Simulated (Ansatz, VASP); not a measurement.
**Ti2MoCSeO3 (2H-MoOSe under Ti2CO2 MXene, AA) in two plane-wave programs**

One calculation is typed for both programs; each brings its own data sets. How far apart do they land? The cell is taken from a series of runs on this material, whose earlier steps may have relaxed, scaled, displaced or heated it; both programs get it as it stands.

Method: plane waves, with VASP 6.6.1 beside it; single point at PBE with D3(BJ) and single point at PBE, spin-orbit coupling, in Ansatz 0.2.0.

### 1. Starting point

The cell holds 8 atoms: 1 Se, 1 Mo, 3 O, 2 Ti and 1 C. Cell: a = 3.022 Å, b = 3.022 Å, c = 28.216 Å, α = 90.0°, β = 90.0°, γ = 120.0°. Vacuum lies along c.

### 2. Ansatz: single point, PBE with D3(BJ)

Ansatz runs on its default PAW (the set named soft_2) files.

With cell and atoms fixed, the geometry can't cause a difference; cores, projectors, grids and the points listed under the comparison can.

The input, input.yaml:

```yaml
crystal:
  lattice:
    - [3.021981197, 0.0, 0.0]
    - [-1.5109905985, 2.6171124864, 0.0]
    - [0.0, 0.0, 28.2156289013]
  atoms:
    - { symbol: Se, position: [0.3333333333, 0.6666666667, 0.3189721566] }
    - { symbol: Mo, position: [0.0, 0.0, 0.3820694127] }
    - { symbol: O, position: [0.3333333333, 0.6666666667, 0.4218237086] }
    - { symbol: O, position: [0.3333333333, 0.6666666667, 0.5246773505] }
    - { symbol: Ti, position: [0.6666666667, 0.3333333333, 0.5567034805] }
    - { symbol: C, position: [0.0, 0.0, 0.602781151] }
    - { symbol: Ti, position: [0.3333333333, 0.6666666667, 0.6488422127] }
    - { symbol: O, position: [0.6666666667, 0.3333333333, 0.6810278434] }
kpoints:
  mp_grid: { grid: [18, 18, 1] }
  band_path:
    path: [[0, 0, 0], [0.5, 0, 0], [0.33333333, 0.33333333, 0], [0, 0, 0]]
    npoints: 16
hamiltonian:
  xc: pbe
  dispersion: d3bj
scf:
  occupations: { method: fermi_dirac, width: 0.05 }
  convergence: { dr2_threshold: 1.0e-10 }
efield:
  axis: 3
  dipole_correction: true
  ramp_position: 0.97
  ramp_width: 0.06
  amplitude: 0
output:
  dos: { projected: true, e_range: [-6, 5] }
  bader: true
  write_potential: true
  write_density: true
  volumetric_format: npy
  elf: true
```

Command:

```
$ ansatz run input.yaml --threads 4 --pin off --max-ram 6144MiB --backend cpu --events-out ev --progress --plain --runs-dir out
```

Numbers of over 12 decimals in the logs are rounded to 6 here.

The program printed:

```text
Engine: ansatz 0.2.0, aarch64-unknown-linux-gnu
Pseudopotentials: kind: paw
Pseudopotential: Se, paw, valence charge 16, recommended cutoff 420 eV (normal), Se.paw.azcp
Pseudopotential: Mo, paw, valence charge 14, recommended cutoff 420 eV (normal), Mo.paw.azcp
Pseudopotential: O, paw, valence charge 6, recommended cutoff 420 eV (normal), O.paw.azcp
Pseudopotential: Ti, paw, valence charge 12, recommended cutoff 420 eV (normal), Ti.paw.azcp
Pseudopotential: C, paw, valence charge 4, recommended cutoff 420 eV (normal), C.paw.azcp
Functional definition: PBE
  parameter kappa = 0.804
  parameter beta = 0.066725
  exchange = pbe_x(kappa = kappa, mu = beta*pi^2/3)
  correlation = pbe_c(beta = beta)
Crystal: 8 atoms, lattice volume = 223.154 Å³
Basis set: ecut = 420 eV, 4271 PW (Γ)
Bands: 46, of which v1, the nominal top of the filled ones, is band 38 counted from 1 (37 counted from 0)
Symmetry: 6 space group operations
Space group: P3m1 (ITA 156), of the structure as read, at distance tolerance 6.1e-5 Å
k-points: 37 of 324 (time reversal used)
Non-local potential: Se, projectors of the file, l = 0: 2, l = 1: 2, l = 2: 3, l = 3: 1
Non-local potential: Mo, projectors of the file, l = 0: 3, l = 1: 2, l = 2: 2, l = 3: 1
Non-local potential: O, projectors of the file, l = 0: 2, l = 1: 2, l = 2: 1
Non-local potential: Ti, projectors of the file, l = 0: 3, l = 1: 2, l = 2: 3, l = 3: 1
Non-local potential: C, projectors of the file, l = 0: 2, l = 1: 2, l = 2: 1
PAW form: soft (Blöchl's): semilocal exchange-correlation on the pseudo side does not see the compensation charge
PAW one-centre angular grid: Se, 590 points (default); XC on 64 Gauss nodes
PAW one-centre angular grid: Mo, 590 points (default); XC on 64 Gauss nodes
PAW one-centre angular grid: O, 110 points (default); XC on 64 Gauss nodes
PAW one-centre angular grid: Ti, 590 points (default); XC on 64 Gauss nodes
PAW one-centre angular grid: C, 110 points (default); XC on 64 Gauss nodes
Initial density: superposition of atomic densities (neutral atoms: chi_scale 0, normalization atom), corrected by the library's trained network
Initial wavefunctions: pseudopotential atomic-orbital guess
Functional: x = pbe(κ = 0.804, μ = 0.219515), c = pbe(β = 0.066725)
SCF iter   1: F=—  HF=-17385.956676 eV  |F-HF|=—  |Δ(HF+E_count)|=         —  Δρ=5.91e-3  dr2=1.54e-1  ethr=1.77e-3  p=-0.088 e·Å  D=-7.16e-2 V/Å  ΔV_dip=2.02 eV  dr2_dipole=9.76e-3  V_vac-E_F(+/−)=5.47/3.45 eV  ⟨swp⟩=7.6  Hψ=7378  notcnv=0
efield: sawtooth ramp at fractional position 0.9700 (set: `efield.ramp_position`, or a place that a band, a saddle search or an elastic batch's reference lends), width 0.0600; the density the first Hamiltonian is built on has a dipole p = -0.088 e·Å; the dipole correction subtracts the counter field D = -7.16e-2 V/Å, which shifts the + side's vacuum level by +2.02 eV against the − side's; the planar-averaged density in the ramp window peaks in size at 3.8e-5 e/Å³
preconditioner: auto → LDOS  [insulator: Δε(μ)=0.231 eV  Ē_g=8.787 eV  σ=0.050 eV  W_gap=0.77  n_scr=20 (ndim 8)  ℏωp=16.1 eV  f_vac=0.552  D(μ)=0.29/eV (n_scr^D=4)  ε∞_Penn≈4.4  β→1.0]
SCF iter   2: F=—  HF=-17386.139328 eV  |F-HF|=—  |Δ(HF+E_count)|=   1.83e-1  Δρ=1.46e-2  dr2=2.20e0  ethr=2.03e-4  p=-0.111 e·Å  D=-9.03e-2 V/Å  ΔV_dip=2.55 eV  dr2_dipole=6.66e-4  V_vac-E_F(+/−)=6.38/3.83 eV  ⟨swp⟩=4.0  Hψ=4147  notcnv=0  defer=33  recentre
SCF iter   3: F=—  HF=-17385.949618 eV  |F-HF|=—  |Δ(HF+E_count)|=   1.90e-1  Δρ=4.36e-3  dr2=1.58e-1  ethr=2.03e-4  p=-0.091 e·Å  D=-7.40e-2 V/Å  ΔV_dip=2.09 eV  dr2_dipole=2.96e-6  V_vac-E_F(+/−)=5.42/3.34 eV  ⟨swp⟩=3.9  Hψ=4533  notcnv=0  defer=29
SCF iter   4: F=—  HF=-17385.938690 eV  |F-HF|=—  |Δ(HF+E_count)|=   1.09e-2  Δρ=1.34e-3  dr2=2.80e-3  ethr=2.03e-4  p=-0.098 e·Å  D=-7.93e-2 V/Å  ΔV_dip=2.24 eV  dr2_dipole=1.95e-6  V_vac-E_F(+/−)=5.65/3.41 eV  ⟨swp⟩=2.8  Hψ=2394  notcnv=0  defer=29
SCF iter   5: F=—  HF=-17385.938811 eV  |F-HF|=—  |Δ(HF+E_count)|=   1.21e-4  Δρ=5.77e-4  dr2=5.89e-4  ethr=3.68e-6  p=-0.100 e·Å  D=-8.13e-2 V/Å  ΔV_dip=2.29 eV  dr2_dipole=5.44e-5  V_vac-E_F(+/−)=5.69/3.40 eV  ⟨swp⟩=2.8  Hψ=2852  notcnv=0  defer=28
SCF iter   6: F=—  HF=-17385.939039 eV  |F-HF|=—  |Δ(HF+E_count)|=   2.28e-4  Δρ=2.01e-4  dr2=1.59e-4  ethr=7.75e-7  p=-0.102 e·Å  D=-8.24e-2 V/Å  ΔV_dip=2.33 eV  dr2_dipole=4.79e-5  V_vac-E_F(+/−)=5.71/3.38 eV  ⟨swp⟩=2.0  Hψ=2373  notcnv=0  defer=28
SCF iter   7: F=—  HF=-17385.939082 eV  |F-HF|=—  |Δ(HF+E_count)|=   4.24e-5  Δρ=6.40e-5  dr2=3.68e-5  ethr=2.10e-7  p=-0.103 e·Å  D=-8.32e-2 V/Å  ΔV_dip=2.35 eV  dr2_dipole=1.21e-5  V_vac-E_F(+/−)=5.72/3.37 eV  ⟨swp⟩=2.0  Hψ=2226  notcnv=0  defer=28
SCF iter   8: F=—  HF=-17385.939077 eV  |F-HF|=—  |Δ(HF+E_count)|=   4.70e-6  Δρ=3.76e-5  dr2=2.42e-5  ethr=4.84e-8  p=-0.103 e·Å  D=-8.35e-2 V/Å  ΔV_dip=2.36 eV  dr2_dipole=1.02e-5  V_vac-E_F(+/−)=5.72/3.36 eV  ⟨swp⟩=2.0  Hψ=2279  notcnv=0  defer=28
SCF iter   9: F=—  HF=-17385.939071 eV  |F-HF|=—  |Δ(HF+E_count)|=   6.14e-6  Δρ=3.12e-5  dr2=6.75e-6  ethr=3.18e-8  p=-0.104 e·Å  D=-8.39e-2 V/Å  ΔV_dip=2.37 eV  dr2_dipole=2.43e-6  V_vac-E_F(+/−)=5.72/3.35 eV  ⟨swp⟩=2.0  Hψ=2170  notcnv=0  defer=28
SCF iter  10: F=—  HF=-17385.939236 eV  |F-HF|=—  |Δ(HF+E_count)|=   1.65e-4  Δρ=2.19e-5  dr2=1.74e-6  ethr=8.89e-9  p=-0.104 e·Å  D=-8.42e-2 V/Å  ΔV_dip=2.38 eV  dr2_dipole=1.67e-7  V_vac-E_F(+/−)=5.73/3.35 eV  ⟨swp⟩=2.1  Hψ=2335  notcnv=0  defer=27
SCF iter  11: F=—  HF=-17385.939235 eV  |F-HF|=—  |Δ(HF+E_count)|=   2.53e-7  Δρ=7.73e-6  dr2=1.15e-7  ethr=2.29e-9  p=-0.104 e·Å  D=-8.43e-2 V/Å  ΔV_dip=2.38 eV  dr2_dipole=3.02e-8  V_vac-E_F(+/−)=5.73/3.35 eV  ⟨swp⟩=2.5  Hψ=2362  notcnv=0  defer=26
SCF iter  12: F=—  HF=-17385.939235 eV  |F-HF|=—  |Δ(HF+E_count)|=   2.62e-8  Δρ=2.33e-6  dr2=1.22e-8  ethr=1.52e-10  p=-0.104 e·Å  D=-8.43e-2 V/Å  ΔV_dip=2.38 eV  dr2_dipole=1.12e-9  V_vac-E_F(+/−)=5.73/3.35 eV  ⟨swp⟩=2.5  Hψ=2513  notcnv=0  defer=26
SCF iter  13: F=—  HF=-17385.939235 eV  |F-HF|=—  |Δ(HF+E_count)|=   4.59e-9  Δρ=1.35e-6  dr2=4.58e-9  ethr=1.61e-11  p=-0.104 e·Å  D=-8.43e-2 V/Å  ΔV_dip=2.38 eV  dr2_dipole=2.21e-11  V_vac-E_F(+/−)=5.73/3.35 eV  ⟨swp⟩=2.7  Hψ=2629  notcnv=0  defer=26
SCF iter  14: F=—  HF=-17385.939235 eV  |F-HF|=—  |Δ(HF+E_count)|=  4.58e-10  Δρ=4.16e-7  dr2=2.71e-10  ethr=6.03e-12  p=-0.104 e·Å  D=-8.43e-2 V/Å  ΔV_dip=2.38 eV  dr2_dipole=4.48e-12  V_vac-E_F(+/−)=5.73/3.35 eV  ⟨swp⟩=2.4  Hψ=2439  notcnv=0  defer=26
SCF iter  15: F=-17385.939235 eV  HF=-17385.939235 eV  |F-HF|=1.46e-11  |Δ(HF+E_count)|=  2.91e-10  Δρ=1.68e-7  dr2=7.65e-11  ethr=1.00e-12  p=-0.104 e·Å  D=-8.43e-2 V/Å  ΔV_dip=2.38 eV  dr2_dipole=8.60e-12  V_vac-E_F(+/−)=5.73/3.35 eV  ⟨swp⟩=8.4  Hψ=4767  notcnv=0
SCF 1 converged in 15 iterations: F = -17385.939235 eV  dr2 = 7.65e-11
  greatest PAW one-centre occupation: 1.000 electrons in one spin orbital (limit 2), on the Se atom at site 0 (counted from 0), in its partial waves of l = 2
NSCF: frozen V_eff on 49 k-points
efield: sawtooth ramp at fractional position 0.9700 (kept from the solve that this one continues, or follows in the run), width 0.0600; the density the first Hamiltonian is built on has a dipole p = -0.104 e·Å; the dipole correction subtracts the counter field D = -8.43e-2 V/Å, which shifts the + side's vacuum level by +2.38 eV against the − side's; the planar-averaged density in the ramp window peaks in size at 7.5e-6 e/Å³
WARN: The output density's exchange-correlation potential varies sharply where the density is thin. Do not read a vacuum level from v_tot or v_xc, or from such a field of the output density. On a cell that repeats whose density bears no net charge and no dipole along the vacuum's axis use v_es (v_loc + v_h of the components); under efield.dipole_correction with no amplitude use v_es + v_field, which holds any externa [...]
SCF converged after 15 iterations
Free energy (F): -17385.939235 eV
Harris-Foulkes:  -17385.939235 eV  (|F-HF|=1.46e-11)
Internal energy: -17385.938556 eV  (E = F + TS)
E sigma→0 (E₀):  -17385.938896 eV
Entropy (-TS):   -0.000679 eV (-0.085 meV/atom)
Fermi energy:    3.148590 eV
Dipole field:    D = -0.084301 V/Å  (p = -0.103962 e·Å, saw-weighted, corrected)
Work function:   Φ+ = 5.7265 eV   Φ− = 3.3480 eV
Levels:          The Fermi level and band energies are counted from a zero that moves with the ramp; work functions are not
--- Per-component energies (eV) ---
  E_band       = -1539.044538
  E_kinetic    = 1721.108169
  E_local      = -100172.348288  (includes V_loc(G=0)·N_el)
  E_nonlocal   = -275.184290
  E_hartree    = 49240.113363
  E_xc         = -756.015001
  E_vxc        = -918.414569  (∫ρ·V_xc dr)
  E_paw        = -7775.725323  (= ΣΔE_a)
  E_vpaw       = -372.295517  (= ΣTr[D̂ρ^β])
  E_aug_tail   = 0.007069  (compensation charges beyond the density's cutoff)
  E_efield     = 0.004382  (sawtooth field / dipole correction)
  E_vefield    = -2.142986  (∫n·V_field dr)
  E_ewald      = 40634.264106
  E_disp       = -2.162744  (pairwise vdW)
  E_smearing   = -0.000679  (= −TS)
  E_closure    = -0.000000  (closes the sum)
  Σ components = -17385.939235   (vs F -17385.939235, Δ=0.00e0)
--- Band table (eV; the first three rows and the last of 37) ---
  k-point 0: bands = [... 34 lower, 1.8836, 2.4643, 3.0421, 3.0421, 3.7017, 3.7017, 4.5177, 4.5177, ... 4 higher]
  k-point 1: bands = [... 34 lower, 1.9389, 2.4192, 2.6383, 2.7777, 3.8727, 3.9680, 4.4135, 4.4975, ... 4 higher]
  k-point 2: bands = [... 34 lower, 1.9044, 2.0134, 2.2884, 2.3698, 3.8619, 4.3039, 4.3895, 4.5220, ... 4 higher]
  k-point 36: bands = [... 34 lower, -0.0838, 0.2249, 0.2637, 1.2707, 3.3566, 4.2227, 4.6204, 4.6489, ... 4 higher]
--- Bader charges: 8 sites ---
  site symbol  charge [e]  shift [e]
     0     Se     -0.4294     0.0005
     1     Mo      1.4203     0.0001
     2      O     -0.9932     0.0006
     3      O     -1.1238     0.0018
     4     Ti      1.9809     0.0014
     5      C     -1.7109     0.0008
     6     Ti      1.9824     0.0013
     7      O     -1.1263     0.0017
  estimated error of the sums over rays = 7.1e-4 e
```

Reading the cycles: dr2 is the Hartree energy of the density residual (eV), the measure of convergence; HF is the Harris–Foulkes estimate of the energy, which meets the free energy F at convergence.

(Part 1 of 2 ends here.)

[Lines on the potential files, build, host, timing and source positions are cut from VASP's logs without a mark.]

[Logs are printed without paths, hosts, clocks, repeated set-up lines and the standing remarks that a program may print on its own settings, such as how far it seeks lower states.]

[Hosts, paths, dates, database ids (printed as entryN), source tags and the programs' standing remarks are cut or masked in the printed files.]
